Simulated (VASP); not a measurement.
Here is the system:

```
CELL_PARAMETERS angstrom
      0.00000     1.71033     1.78160
      1.71033     0.00000     1.78160
      1.71033     1.71033     0.00000
ATOMIC_POSITIONS crystal
  Cu 0.00000 0.00000 0.00000
```

Computed with PBEsol GGA, VASP's PBE PAW potentials (set 64) (plane waves; VASP). Settings: 480 eV cut-off, 16×16×16 Γ-centred mesh, first-order Methfessel-Paxton smearing of 0.10 eV, potentials Cu.

Task: Give the stress tensor in GPa (positive for a compressed cell).

Result: 
```
18.79   0.00   0.00
 0.00  18.79   0.00
 0.00   0.00  14.93
```
The pressure is its mean diagonal, 17.50 GPa.

The compound is Cu in the fcc structure. This cell was strained or had an atom moved on purpose.
